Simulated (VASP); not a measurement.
Consider the following.

```
Al3Zr
1.0
   -1.97763     1.97763     8.52962
    1.97763    -1.97763     8.52962
    1.97763     1.97763    -8.52962
Zr Al
2 6
Cartesian
  0.00000   0.00000   2.02360
  0.00000   0.00000  15.03563
  0.00000   1.97763   0.00000
  1.97763   0.00000   0.00000
  0.00000   1.97763   4.26481
  1.97763   0.00000   4.26481
  0.00000   0.00000   6.39503
  0.00000   0.00000  10.66421
```

Calculation: LDA (Ceperley-Alder, Perdew-Zunger), VASP's LDA PAW potentials (set 64) (plane waves; VASP). Numerical set-up: 400 eV cut-off, Gaussian smearing of 0.050 eV, potentials Zr_sv Al.

Problem. What does the run give for the band gap (along the path) with the smallest direct gap where there is one?

Solution. 
The band gap (along the path) is none (metal, semimetal or under 0.01 eV).

The absolute energy has meaning only against runs of the same code, potentials and settings.

The compound is ZrAl3 in the sg139 structure. It was relaxed first.
